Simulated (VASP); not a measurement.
A VASP calculation is set up with these files.

### KPOINTS
```
Regular mesh
0
Gamma
 6 6 6
```

File POSCAR:
```
LiBr
1
    0.0000000000     2.7226900000     2.7226900000
    2.7226900000     0.0000000000     2.7226900000
    2.7226900000     2.7226900000     0.0000000000
Li Br
1 1
Direct
 -0.0044100000   0.0038860000  -0.0021520000
  0.5044100000   0.4961140000   0.5021520000
```

### INCAR
```
! general
SYSTEM   = LiBr
PREC     = Accurate
ENCUT    = 400
LREAL    = .FALSE.
LASPH    = .TRUE.
ISYM     = 3

! electronic loop
EDIFF    = 1E-06
NELM     = 100
ALGO     = Normal
LMAXMIX  = 4

! smearing
ISMEAR   = 0
SIGMA    = 0.01

! functional
GGA      = PE
LHFCALC  = .TRUE.
AEXX     = 0.25
HFSCREEN = 0.2
PRECFOCK = Fast

! ions
ISIF     = 2

! output
LWAVE    = .FALSE.
LCHARG   = .FALSE.
```

POTCAR, in this order: Li_sv Br (PBE.64 set). Program: vasp_std.

### Question
Translate this HSE06 calculation to Ansatz.

### Answer
One equivalent input (not run):
Ansatz 0.2 input:
```yaml
crystal:
  lattice:
    - [0.0000000, 2.7226900, 2.7226900]
    - [2.7226900, 0.0000000, 2.7226900]
    - [2.7226900, 2.7226900, 0.0000000]
  atoms:
    - { symbol: Li, position: [-0.0044100, 0.0038860, -0.0021520] }
    - { symbol: Br, position: [0.5044100, 0.4961140, 0.5021520] }
kpoints:
  mp_grid: { grid: [6, 6, 6] }
hamiltonian:
  xc: hse06
  pseudopotentials: { kind: paw }
scf:
  occupations: { method: gaussian, width: 0.01 }
  max_iter: 100
output: { forces: true, stress: true, eigenvalues: true }
```
The two are equivalent in intent, not identical: each code has its own PAW files, so the cut-off isn't converted (ENCUT is set for VASP's; basis.ecutwfc is left out, and Ansatz then takes the one that its files recommend); Ansatz stops its SCF on the density residual and VASP on the energy change (EDIFF); Ansatz's hse06 screens at 0.11 per bohr (0.208 per Å), slightly more than HFSCREEN = 0.2.

The structure comes from a computed database's LiBr entry; how it stands against other phases isn't given here. The cell was not relaxed at this level, atoms are displaced from their ideal sites. The run is one of a series of settings (EDIFF = 1E-06 against the base run), some of them coarse on purpose.
